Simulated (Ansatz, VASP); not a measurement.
# GaN: VASP beside Ansatz, part 2 of 3

One calculation is typed for both programs; each brings its own data sets. How far apart do they land? The cell is taken from a series of runs on this material, whose earlier steps may have relaxed, scaled, displaced or heated it; both programs get it as it stands.

VASP 6.6.1 and Ansatz 0.2.0.

So far: Starting point; VASP: zone-centre phonons, PBE.

## Step 2: VASP: zone-centre phonons, PBE (continued)

Level of this step: PBE; plane waves and PAW (N, Ga_d) (VASP).

OUTCAR, selected parts (step 2):

```text
ion  position               nearest neighbor table
   1  0.333  0.667  0.376-   4 1.95   4 1.95   4 1.95   3 1.96
   2  0.667  0.333  0.876-   3 1.95   3 1.95   3 1.95   4 1.96
   3  0.333  0.667  0.999-   2 1.95   2 1.95   2 1.95   1 1.96
   4  0.667  0.333  0.499-   1 1.95   1 1.95   1 1.95   2 1.96

  LATTYP: Found a hexagonal cell.
 ALAT       =     3.1970168667
 C/A-ratio  =     1.6291452984

 Subroutine GETGRP returns: Found 12 space group operations
 (whereof  6 operations were pure point group operations)

The static configuration has the point symmetry C_3v.
 The point group associated with its full space group is C_6v.

 Found    185 irreducible k-points:

   k-points           NKPTS =    185   k-points in BZ     NKDIM =    185   number of bands    NBANDS=     24

   dimension x,y,z NGX =    28 NGY =   28 NGZ =   42
   dimension x,y,z NGXF=    56 NGYF=   56 NGZF=   84

   ENCUT  =  600.0 eV  44.10 Ry    6.64 a.u.   6.39  6.39 10.40*2*pi/ulx,y,z

   NELECT =      36.0000    total number of electrons

 k-points in reciprocal lattice and weights: Automatic mesh
   0.00000000  0.00000000  0.00000000       0.000
   0.05555556  0.00000000  0.00000000       0.002
   0.11111111  0.00000000  0.00000000       0.002
   0.16666667  0.00000000  0.00000000       0.002
   0.22222222  0.00000000  0.00000000       0.002
   0.27777778  0.00000000  0.00000000       0.002
   0.33333333  0.00000000  0.00000000       0.002
   0.38888889  0.00000000  0.00000000       0.002
   0.44444444  0.00000000  0.00000000       0.002
[...]
-1.598508433  2.768697823  0.000000000     0.000000000  0.361180621  0.000000000
     0.000000000  0.000000000  5.208404997     0.000000000  0.000000000  0.191997358

 POSITION                                       TOTAL-FORCE (eV/Angst)
 -----------------------------------------------------------------------------------
     -0.00000      1.84580      1.95749         0.000000      0.000000      0.000187
      1.59851      0.92290      4.56169        -0.000000     -0.000000      0.000187
     -0.00000      1.84580      5.20407         0.000000     -0.000000     -0.000187
      1.59851      0.92290      2.59987        -0.000000      0.000000     -0.000187
 -----------------------------------------------------------------------------------
    total drift:                                0.000000      0.000000     -0.000342

 MACROSCOPIC STATIC DIELECTRIC TENSOR (including local field effects in DFT)
 ------------------------------------------------------
           5.777246    -0.000000     0.000000
          -0.000000     5.777246     0.000000
          -0.000000     0.000000     5.967147
 ------------------------------------------------------

 PIEZOELECTRIC TENSOR (including local field effects)  for field in x, y, z        (C/m^2)
          XX          YY          ZZ          XY          YZ          ZX
  --------------------------------------------------------------------------------
  x    -0.00000     0.00000     0.00000     0.00000    -0.00000     0.55694
  y     0.00000     0.00000     0.00000     0.00000     0.55694    -0.00000
  z     0.51128     0.51128    -1.03599    -0.00000     0.00000    -0.00000

 BORN EFFECTIVE CHARGES (including local field effects) (in |e|, cummulative output)
 ---------------------------------------------------------------------------------
 ion    1
    1    -2.62230     0.00000    -0.00000
    2     0.00000    -2.62230     0.00000
    3     0.00000     0.00000    -2.76303
 ion    2
    1    -2.62230     0.00000     0.00000
    2     0.00000    -2.62230     0.00000
    3     0.00000    -0.00000    -2.76303
 ion    3
    1     2.62230    -0.00000     0.00000
    2    -0.00000     2.62230     0.00000
    3    -0.00000     0.00000     2.76303
 ion    4
    1     2.62230    -0.00000    -0.00000
    2    -0.00000     2.62230     0.00000
    3     0.00000     0.00000     2.76303

 Eigenvectors and eigenvalues of the dynamical matrix
 ----------------------------------------------------

   1 f  =   20.126320 THz   126.457397 2PiTHz  671.341768 cm-1    83.235733 meV
             X         Y         Z           dx          dy          dz
     -0.000000  1.845799  1.957486     0.000000   -0.000000   -0.706193
      1.598508  0.922899  4.561688     0.000000    0.000000    0.706193
     -0.000000  1.845799  5.204071    -0.000000    0.000000    0.035933
      1.598508  0.922899  2.599869    -0.000000   -0.000000   -0.035933

   2 f  =   16.340891 THz   102.672847 2PiTHz  545.073454 cm-1    67.580465 meV
             X         Y         Z           dx          dy          dz
     -0.000000  1.845799  1.957486    -0.418650    0.515412    0.000000
      1.598508  0.922899  4.561688     0.418650   -0.515412    0.000000
     -0.000000  1.845799  5.204071    -0.153251    0.188671   -0.000000
      1.598508  0.922899  2.599869     0.153251   -0.188671   -0.000000

   3 f  =   16.340891 THz   102.672847 2PiTHz  545.073454 cm-1    67.580465 meV
             X         Y         Z           dx          dy          dz
     -0.000000  1.845799  1.957486     0.515412    0.418650    0.000000
      1.598508  0.922899  4.561688    -0.515412   -0.418650   -0.000000
     -0.000000  1.845799  5.204071     0.188671    0.153251   -0.000000
      1.598508  0.922899  2.599869    -0.188671   -0.153251   -0.000000

   4 f  =   16.080299 THz   101.035500 2PiTHz  536.381048 cm-1    66.502744 meV
             X         Y         Z           dx          dy          dz
     -0.000000  1.845799  1.957486    -0.406787    0.500810    0.000000
      1.598508  0.922899  4.561688    -0.406787    0.500810    0.000000
     -0.000000  1.845799  5.204071     0.182418   -0.224582   -0.000000
      1.598508  0.922899  2.599869     0.182418   -0.224582   -0.000000

   5 f  =   16.080299 THz   101.035500 2PiTHz  536.381048 cm-1    66.502744 meV
             X         Y         Z           dx          dy          dz
     -0.000000  1.845799  1.957486    -0.500810   -0.406787   -0.000000
      1.598508  0.922899  4.561688    -0.500810   -0.406787    0.000000
     -0.000000  1.845799  5.204071     0.224582    0.182418    0.000000
      1.598508  0.922899  2.599869     0.224582    0.182418    0.000000

   6 f  =   15.396575 THz    96.739534 2PiTHz  513.574461 cm-1    63.675089 meV
             X         Y         Z           dx          dy          dz
     -0.000000  1.845799  1.957486    -0.000000    0.000000   -0.645243
      1.598508  0.922899  4.561688    -0.000000    0.000000   -0.645243
     -0.000000  1.845799  5.204071     0.000000   -0.000000    0.289243
      1.598508  0.922899  2.599869     0.000000   -0.000000    0.289243

   7 f  =    9.782562 THz    61.465648 2PiTHz  326.311133 cm-1    40.457406 meV
             X         Y         Z           dx          dy          dz
     -0.000000  1.845799  1.957486     0.000000    0.000000    0.035933
      1.598508  0.922899  4.561688     0.000000   -0.000000   -0.035933
     -0.000000  1.845799  5.204071    -0.000000   -0.000000    0.706193
      1.598508  0.922899  2.599869     0.000000    0.000000   -0.706193

   8 f  =    4.068818 THz    25.565136 2PiTHz  135.721150 cm-1    16.827270 meV
             X         Y         Z           dx          dy          dz
     -0.000000  1.845799  1.957486    -0.153254    0.188668    0.000000
      1.598508  0.922899  4.561688     0.153254   -0.188668   -0.000000
     -0.000000  1.845799  5.204071     0.418660   -0.515404   -0.000000
      1.598508  0.922899  2.599869    -0.418660    0.515404   -0.000000

   9 f  =    4.068818 THz    25.565136 2PiTHz  135.721150 cm-1    16.827270 meV
             X         Y         Z           dx          dy          dz
     -0.000000  1.845799  1.957486    -0.188668   -0.153254   -0.000000
      1.598508  0.922899  4.561688     0.188668    0.153254   -0.000000
     -0.000000  1.845799  5.204071     0.515404    0.418660   -0.000000
      1.598508  0.922899  2.599869    -0.515404   -0.418660   -0.000000

  10 f/i=    0.001949 THz     0.012247 2PiTHz    0.065018 cm-1     0.008061 meV
             X         Y         Z           dx          dy          dz
     -0.000000  1.845799  1.957486    -0.000000   -0.000000   -0.289243
      1.598508  0.922899  4.561688    -0.000000   -0.000000   -0.289243
     -0.000000  1.845799  5.204071    -0.000000   -0.000000   -0.645243
      1.598508  0.922899  2.599869    -0.000000   -0.000000   -0.645243

  11 f/i=    0.004286 THz     0.026929 2PiTHz    0.142963 cm-1     0.017725 meV
             X         Y         Z           dx          dy          dz
     -0.000000  1.845799  1.957486    -0.130265    0.258350   -0.000000
      1.598508  0.922899  4.561688    -0.130265    0.258350   -0.000000
     -0.000000  1.845799  5.204071    -0.290486    0.576111   -0.000000
      1.598508  0.922899  2.599869    -0.290486    0.576111   -0.000000

  12 f/i=    0.004286 THz     0.026929 2PiTHz    0.142963 cm-1     0.017725 meV
             X         Y         Z           dx          dy          dz
     -0.000000  1.845799  1.957486    -0.258350   -0.130265    0.000000
      1.598508  0.922899  4.561688    -0.258350   -0.130265    0.000000
     -0.000000  1.845799  5.204071    -0.576111   -0.290486    0.000000
      1.598508  0.922899  2.599869    -0.576111   -0.290486    0.000000

 MACROSCOPIC STATIC DIELECTRIC TENSOR IONIC CONTRIBUTION
 ------------------------------------------------------
           4.373766    -0.000000     0.000000
          -0.000000     4.373766    -0.000000
           0.000000    -0.000000     5.298013
 ------------------------------------------------------

 ELASTIC MODULI CONTR FROM IONIC RELAXATION (kBar)
 Direction    XX          YY          ZZ          XY          YZ          ZX
 --------------------------------------------------------------------------------
 XX        -581.5777    269.1055    295.7979      0.0000     -0.0000     -0.0000
 YY         269.1055   -581.5777    295.7979      0.0000     -0.0000      0.0000
 ZZ         295.7979    295.7979   -560.0267     -0.0000     -0.0000      0.0000
 XY           0.0000      0.0000     -0.0000   -425.3416     -0.0000      0.0000
 YZ           0.0000      0.0000     -0.0000      0.0000   -136.2436      0.0000
 ZX          -0.0000      0.0000      0.0000      0.0000      0.0000   -146.7731
 --------------------------------------------------------------------------------

 PIEZOELECTRIC TENSOR IONIC CONTR  for field in x, y, z        (C/m^2)
          XX          YY          ZZ          XY          YZ          ZX
  --------------------------------------------------------------------------------
  x    -0.00000     0.00000     0.00000    -0.00000     0.00000    -0.75392
  y     0.00000     0.00000    -0.00000     0.00000    -0.72637     0.00000
  z    -0.85609    -0.85609     1.62081     0.00000     0.00000    -0.00000
```

(Continued in part 3 of 3.)

[Lines on the potential files, build, host, timing and source positions are cut from VASP's logs without a mark.]

[Logs are printed without paths, hosts, clocks, repeated set-up lines and the standing remarks that a program may print on its own settings, such as how far it seeks lower states.]

[Hosts, paths, dates, database ids (printed as entryN), source tags and the programs' standing remarks are cut or masked in the printed files.]
